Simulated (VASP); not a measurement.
Here is the system:

```
CSi
1.0
    0.00000     2.20641     2.20641
    2.20641     0.00000     2.20641
    2.20641     2.20641     0.00000
Si C
1 1
Direct
  0.00000   0.00000   0.00000
  0.25000   0.25000   0.25000
```

Method: vdW-DF-cx, VASP's PBE PAW potentials (set 64) (plane waves; VASP). Settings: 520 eV cut-off, 10×10×10 Γ-centred mesh, Gaussian smearing of 0.050 eV, potentials Si C.

Problem. Give the stress tensor in GPa (positive for a compressed cell).

Solution. 
```
-6.06   0.00   0.00
 0.00  -6.06   0.00
 0.00   0.00  -6.06
```
The pressure is its mean diagonal, -6.06 GPa.

The compound is SiC in the zinc blende structure. This cell is one point of a volume scan, at 1.03 of the reference volume.
